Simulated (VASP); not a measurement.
# ErS (space group Fm-3m): computed properties

Level of theory: PBEsol GGA, VASP's PBE PAW potentials (set 64) (plane waves; VASP).

```yaml
space_group: Fm-3m (225)
cell: a = 5.3869 Å, b = 5.3869 Å, c = 5.3869 Å, α = 90.00°, β = 90.00°, γ = 90.00°
volume_per_atom: 19.54 Å³/atom
band gap (over mesh and band path): none (metal, semimetal or under 0.01 eV)
density: 8.47 g/cm³
```

```cif
data_ErS
_chemical_formula_sum 'Er1 S1'
_space_group_name_H-M_alt 'P 1'
_space_group_IT_number 1
_cell_length_a 3.80915
_cell_length_b 3.80915
_cell_length_c 3.80915
_cell_angle_alpha 60.000
_cell_angle_beta 60.000
_cell_angle_gamma 60.000
loop_
_space_group_symop_operation_xyz
  'x, y, z'
loop_
_atom_site_label
_atom_site_type_symbol
_atom_site_fract_x
_atom_site_fract_y
_atom_site_fract_z
_atom_site_occupancy
Er1 Er 0.00000 0.00000 0.00000 1
S1 S 0.50000 0.50000 0.50000 1
```

The 4f electrons are frozen in the core of the lanthanide potential, so 4f levels, which can set the real gap, and their magnetism are missing.

The structure comes from a measured ErS entry (Fm-3m) of the Crystallography Open Database, whose conditions weren't checked. It was relaxed first. Symmetry was kept, so distortions that lower it aren't found. The electron count is odd and the run is not spin-polarised, which forces a metal.
